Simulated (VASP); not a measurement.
Level of theory: PBEsol GGA, VASP's PBE PAW potentials (set 64) (plane waves; VASP).

VASP ran on this input.

POSCAR:
```
Cd4S3Se
1
   -0.0008658280     5.8911586280     5.8868442987
    5.8911586280    -0.0008658280     5.8868442987
    2.9451463999     2.9451463999     0.0000000000
Cd Se S
4 1 3
Direct
  0.9933529705   0.9933529705   0.0132940590
  0.9962487681   0.5100095214   0.9937417105
  0.5100095214   0.9962487681   0.9937417105
  0.5003570690   0.5003570690   0.9992858620
  0.1258304524   0.1258304524   0.2483390952
  0.1264010307   0.6234648277   0.2501341416
  0.6234648277   0.1264010307   0.2501341416
  0.6243353603   0.6243353603   0.2513292794
```

**INCAR**
```
ALGO  =  Normal
EDIFF  =  1E-7
ENCUT  =  400
GGA  =  PS
ISIF  =  2
ISMEAR  =  -5
LASPH  =  T
LCHARG  =  T
LEFG  =  T
LMAXMIX  =  4
LORBIT  =  11
LREAL  =  F
LWAVE  =  F
NEDOS  =  601
NELM  =  100
PREC  =  Accurate
SYSTEM  =  Cd4S3Se
```

KPOINTS:
```
Automatic
0
Gamma
 4 4 7
```

POTCAR, in this order: Cd Se S (PBE.64 set). Program: vasp_std.

Q: What does the run give for the energy per atom (σ→0), band gap (on the k-mesh)?

A: 
| Property | Value |
|---|---|
| energy per atom (σ→0) | -3.321 eV/atom |
| band gap (on the k-mesh) | 0.77 eV |

File OSZICAR:
```
...
DAV:  11    -0.265663927478E+02   -0.58223E-04   -0.20722E-04  3530   0.913E-02    0.755E-02
DAV:  12    -0.265664752102E+02   -0.82462E-04   -0.15243E-04  3843   0.747E-02    0.184E-02
DAV:  13    -0.265664769920E+02   -0.17818E-05   -0.29531E-05  3606   0.301E-02    0.154E-02
DAV:  14    -0.265664762902E+02    0.70180E-06   -0.10051E-05  3577   0.138E-02    0.836E-03
DAV:  15    -0.265664765642E+02   -0.27394E-06   -0.52125E-06  3544   0.143E-02    0.558E-03
DAV:  16    -0.265664763908E+02    0.17337E-06   -0.69181E-07  3057   0.584E-03    0.176E-03
DAV:  17    -0.265664764123E+02   -0.21531E-07   -0.11267E-07  2278   0.153E-03
   1 F= -.26566476E+02 E0= -.26566476E+02  d E =0.000000E+00
```

The structure was generated: Cd4S3Se was put into an ordered model structure (Amm2), which need not be its known phase. It was relaxed first.
